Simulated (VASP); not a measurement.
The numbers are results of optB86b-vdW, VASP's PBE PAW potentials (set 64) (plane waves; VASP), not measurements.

VASP input:

File KPOINTS:
```
Automatic mesh
0
Gamma
6 6 6
0 0 0
```

### POSCAR
```
BaTiO3
1
    4.0069707061    -0.0000000000     0.0000000000
   -0.0000000000     4.0069707061    -0.0000000000
    0.0000000000    -0.0000000000     4.0069707061
Ba Ti O
1 1 3
Direct
  0.0000000000   0.0000000000   0.0000000000
  0.5000000000   0.5000000000   0.5000000000
  0.5000000000   0.0000000000   0.5000000000
  0.0000000000   0.5000000000   0.5000000000
  0.5000000000   0.5000000000   0.0000000000
```

INCAR:
```
SYSTEM=BaTiO3
PREC=Accurate; ENCUT=520; LREAL=.False.
LASPH=.True.
EDIFF=1E-7; NELM=100; ALGO=Normal
LMAXMIX=4
ISMEAR=-5
GGA=MK; LUSE_VDW=.True.; AGGAC=0.0
PARAM1=0.1234; PARAM2=1.0
ISIF=2
LWAVE=.False.; LCHARG=.True.; LORBIT=11
NEDOS=601
LEFG=.True.
```

POTCAR, in this order: Ba_sv Ti_sv O (PBE.64 set). Program: vasp_std.

What VASP printed:

**OUTCAR**
```
 ion  position               nearest neighbor table
   1  0.000  0.000  0.000-   3 2.83   4 2.83   5 2.83   3 2.83   4 2.83   4 2.83   5 2.83   4 2.83
                             3 2.83   5 2.83   3 2.83   5 2.83   2 3.47   2 3.47   2 3.47   2 3.47
   2  0.500  0.500  0.500-   3 2.00   4 2.00   5 2.00   5 2.00   3 2.00   4 2.00   1 3.47   1 3.47
                             1 3.47   1 3.47   1 3.47   1 3.47   1 3.47   1 3.47
   3  0.500  0.000  0.500-   2 2.00   2 2.00   1 2.83   1 2.83   1 2.83   1 2.83
   4  0.000  0.500  0.500-   2 2.00   2 2.00   1 2.83   1 2.83   1 2.83   1 2.83
   5  0.500  0.500  0.000-   2 2.00   2 2.00   1 2.83   1 2.83   1 2.83   1 2.83
  LATTYP: Found a simple cubic cell.
 ALAT       =     4.0069707061
 Subroutine PRICEL returns:
 Original cell was already a primitive cell.
 Subroutine GETGRP returns: Found 48 space group operations
The static configuration has the point symmetry O_h .
The dynamic configuration has the point symmetry O_h .
 Subroutine INISYM returns: Found 48 space group operations
 Subroutine IBZKPT returns following result:
 Found     20 irreducible k-points:

 Following reciprocal coordinates:
            Coordinates               Weight
  0.000000  0.000000  0.000000      1.000000
  0.166667  0.000000  0.000000      6.000000
  0.333333  0.000000  0.000000      6.000000
  0.500000  0.000000  0.000000      3.000000
...
```

**OSZICAR**
```
       N       E                     dE             d eps       ncg     rms          rms(c)
DAV:   1     0.469779956158E+03    0.46978E+03   -0.21460E+04   960   0.179E+03
DAV:   2     0.826237832577E+01   -0.46152E+03   -0.45406E+03  1200   0.489E+02
DAV:   3    -0.399594234671E+02   -0.48222E+02   -0.48161E+02  1384   0.149E+02
DAV:   4    -0.420406600225E+02   -0.20812E+01   -0.20803E+01  1416   0.283E+01
DAV:   5    -0.421056268196E+02   -0.64967E-01   -0.64965E-01  1344   0.365E+00    0.233E+01
DAV:   6    -0.313035643033E+02    0.10802E+02   -0.74404E+01  1440   0.768E+01    0.102E+01
DAV:   7    -0.312787304197E+02    0.24834E-01   -0.11779E+01  1200   0.252E+01    0.642E+00
DAV:   8    -0.310973523309E+02    0.18138E+00   -0.11238E+00  1288   0.102E+01    0.265E+00
DAV:   9    -0.311230113436E+02   -0.25659E-01   -0.22177E-01  1256   0.349E+00    0.116E+00
DAV:  10    -0.311114795634E+02    0.11532E-01   -0.80771E-02  1248   0.296E+00    0.388E-01
DAV:  11    -0.311104778680E+02    0.10017E-02   -0.68835E-03  1456   0.663E-01    0.572E-02
DAV:  12    -0.311105148888E+02   -0.37021E-04   -0.13954E-03  1176   0.397E-01    0.667E-02
DAV:  13    -0.311104608526E+02    0.54036E-04   -0.29441E-04  1248   0.133E-01    0.977E-03
DAV:  14    -0.311104677990E+02   -0.69464E-05   -0.33369E-05  1304   0.540E-02    0.204E-02
DAV:  15    -0.311104631868E+02    0.46122E-05   -0.14315E-05  1168   0.342E-02    0.324E-03
DAV:  16    -0.311104630779E+02    0.10887E-06   -0.13624E-06  1416   0.805E-03    0.161E-03
DAV:  17    -0.311104631225E+02   -0.44627E-07   -0.13913E-07   688   0.357E-03
   1 F= -.31110463E+02 E0= -.31110463E+02  d E =0.000000E+00
```

**OUTCAR**
```
------------------------ aborting loop because EDIFF is reached ----------------------------------------
  FORCE on cell =-STRESS in cart. coord.  units (eV):
  Direction    XX          YY          ZZ          XY          YZ          ZX
  --------------------------------------------------------------------------------------
  Total        0.0091760      0.0091760      0.0091760      0.0000000      0.0000000     -0.0000000
  in kB        0.2285159      0.2285159      0.2285159      0.0000000      0.0000000     -0.0000000
  external PRESSURE =       0.2285159 kB  Pullay stress =       0.0000000 kB
  volume of cell :       64.34
      direct lattice vectors                 reciprocal lattice vectors
     4.006970706  0.000000000  0.000000000     0.249565089  0.000000000  0.000000000
     0.000000000  4.006970706  0.000000000     0.000000000  0.249565089  0.000000000
     0.000000000  0.000000000  4.006970706     0.000000000  0.000000000  0.249565089
 POSITION                                       TOTAL-FORCE (eV/Angst)
 -----------------------------------------------------------------------------------
      0.00000      0.00000      0.00000         0.000000      0.000000      0.000000
      2.00349      2.00349      2.00349         0.000000      0.000000      0.000000
      2.00349      0.00000      2.00349         0.000000      0.000000      0.000000
      0.00000      2.00349      2.00349         0.000000      0.000000      0.000000
      2.00349      2.00349      0.00000         0.000000      0.000000      0.000000
 -----------------------------------------------------------------------------------
    total drift:                                0.000000      0.000000     -0.000000
  FREE ENERGIE OF THE ION-ELECTRON SYSTEM (eV)
  ---------------------------------------------------
  free  energy   TOTEN  =       -31.1104631225 eV

  energy  without entropy=      -31.1104631225  energy(sigma->0) =      -31.11046312

 total charge

# of ion       s       p       d       tot
------------------------------------------
    1        2.010   5.648   0.327   7.985
    2        2.206   6.268   1.699  10.173
    3        1.558   3.464   0.000   5.022
    4        1.558   3.464   0.000   5.022
    5        1.558   3.464   0.000   5.022
--------------------------------------------------
tot          8.890  22.307   2.026  33.223

 Electric field gradients after diagonalization (V/A^2)
 (convention: |V_zz| > |V_xx| > |V_yy|)
----------------------------------------------------------------------
 ion       V_xx      V_yy      V_zz     asymmetry (V_yy - V_xx)/ V_zz
----------------------------------------------------------------------
   1       0.000     0.000     0.000      -0.726
   2      -0.000    -0.000    -0.000      -0.072
   3     -11.940   -11.940    23.880       0.000
   4     -11.940   -11.940    23.880       0.000
   5     -11.940   -11.940    23.880       0.000
```
(Selected blocks of OUTCAR.)

**OUTCAR**
```
 val. band max:        3.6858029455   @ k =   0.5000   0.5000   0.5000

 cond. band min:       5.4173352481   @ k =   0.0000   0.0000   0.0000


 Fermi energy:         3.7802202812

 k-point     1 :       0.0000    0.0000    0.0000
  band No.  band energies     occupation
      1     -52.7995      2.00000
      2     -29.1191      2.00000
      3     -29.1191      2.00000
      4     -29.1191      2.00000
      5     -21.1016      2.00000
      6     -13.1041      2.00000
      7     -12.4246      2.00000
      8     -12.4246      2.00000
      9      -6.2625      2.00000
     10      -6.2625      2.00000
     11      -6.2625      2.00000
     12       1.3944      2.00000
     13       1.3944      2.00000
     14       1.3944      2.00000
     15       2.5976      2.00000
     16       2.5976      2.00000
     17       2.5976      2.00000
     18       3.5409      2.00000
     19       3.5409      2.00000
     20       3.5409      2.00000
     21       5.4173      0.00000
     22       5.4173      0.00000
     23       5.4173      0.00000
     24       7.5594      0.00000

 k-point     2 :       0.1667    0.0000    0.0000
  band No.  band energies     occupation
      1     -52.7992      2.00000
      2     -29.1319      2.00000
      3     -29.1186      2.00000
      4     -29.1186      2.00000
      5     -21.0731      2.00000
      6     -13.1246      2.00000
      7     -12.4152      2.00000
      8     -12.3986      2.00000
      9      -6.2221      2.00000
     10      -6.2221      2.00000
     11      -6.1554      2.00000
     12       0.9608      2.00000
     13       1.3163      2.00000
     14       1.3163      2.00000
     15       2.3110      2.00000
     16       2.3110      2.00000
     17       2.3612      2.00000
     18       2.9174      2.00000
     19       3.3575      2.00000
     20       3.3575      2.00000
     21       5.4544      0.00000
     22       5.9344      0.00000
     23       5.9344      0.00000
     24       7.5616      0.00000
...
```

Unless said otherwise, spin-orbit coupling is left out, though it shifts the bands of the heavy elements here.

The compound is BaTiO3 in the cubic perovskite structure, the ideal cubic form; the compound distorts at low or room temperature. It was relaxed first.
